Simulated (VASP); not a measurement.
AlInSb2 (space group R3m): the band gap from VASP (plane waves, PAW) at several levels of theory. Gaps are without spin-orbit coupling. Each level names its cell: its own relaxed one, PBE's, or the starting one. A gap is the smallest over the k-mesh and a band path; hybrids may have named points in place of the path, and GW has the mesh alone.

```csv
level,band gap (eV)
LDA (own cell),0.50
PBEsol (own cell),0.42
```

The cell of the LDA (own cell) run:

```xyz
4
Lattice="2.2262 1.2853 7.2278 -2.2262 1.2853 7.2278 0.0000 -2.5706 7.2278" Properties=species:S:1:pos:R:3 pbc="T T T"
Al     0.0000     0.0000     0.0146
In     0.0000     0.0000    10.8322
Sb     0.0000     0.0000    19.0591
Sb     0.0000     0.0000     8.0398
```

Only levels that ran to the end are used. Left out are those held back, those with too coarse a band path, GW runs whose mesh misses a band edge, hybrids' fits of cells that aren't cubic and levels without matching references; a question may draw on a part of the rest.

The structure comes from a computed database's AlInSb2 entry (R3m); how it stands against other phases isn't given here.
